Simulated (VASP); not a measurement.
OSZICAR of a VASP run on ZnO (space group P6_3mc):

File OSZICAR:
```
       N       E                     dE             d eps       ncg     rms          rms(c)
DAV:   1     0.254889638109E+03    0.25489E+03   -0.16338E+04  1320   0.201E+03
DAV:   2     0.407307594125E+01   -0.25082E+03   -0.24151E+03  1422   0.397E+02
DAV:   3    -0.217444495320E+02   -0.25818E+02   -0.25655E+02  1602   0.140E+02
DAV:   4    -0.221770462799E+02   -0.43260E+00   -0.43234E+00  1398   0.197E+01
DAV:   5    -0.221802294642E+02   -0.31832E-02   -0.31831E-02  1584   0.160E+00    0.145E+01
DAV:   6    -0.193613804517E+02    0.28188E+01   -0.97299E+00  2408   0.697E+01    0.939E+00
DAV:   7    -0.194839556636E+02   -0.12258E+00   -0.21903E+00  1382   0.173E+01    0.550E+00
DAV:   8    -0.194894693390E+02   -0.55137E-02   -0.70572E-01  1958   0.817E+00    0.167E+00
DAV:   9    -0.194354895403E+02    0.53980E-01   -0.14653E-01  2072   0.701E+00    0.353E-01
DAV:  10    -0.194379829125E+02   -0.24934E-02   -0.48298E-02  1360   0.166E+00    0.126E-01
DAV:  11    -0.194379493919E+02    0.33521E-04   -0.16465E-03  1876   0.695E-01    0.374E-02
DAV:  12    -0.194379720696E+02   -0.22678E-04   -0.19112E-04  1826   0.335E-01    0.128E-02
DAV:  13    -0.194379749627E+02   -0.28932E-05   -0.17909E-05  1450   0.884E-02    0.827E-03
DAV:  14    -0.194379757656E+02   -0.80284E-06   -0.31178E-06  1312   0.259E-02
   1 F= -.19437976E+02 E0= -.19437976E+02  d E =-.298458E-09
```

### Question
Which electronic solver shows in the log?

### Answer
It is blocked Davidson (ALGO = Normal, or the opening steps of other solvers). The INCAR had ALGO = Normal.

### Question
Can the final energy be trusted as converged?

### Answer
Self-consistency was reached. It stopped with EDIFF = 1E-6, NELM = 100 (PBEsol GGA, plane waves, VASP's PBE PAW potentials (set 64)).

The structure comes from a computed database's ZnO entry (P6_3mc); how it stands against other phases isn't given here. The cell was not relaxed at this level. The run is one of a series of settings (GGA = PS against the base run), some of them coarse on purpose.
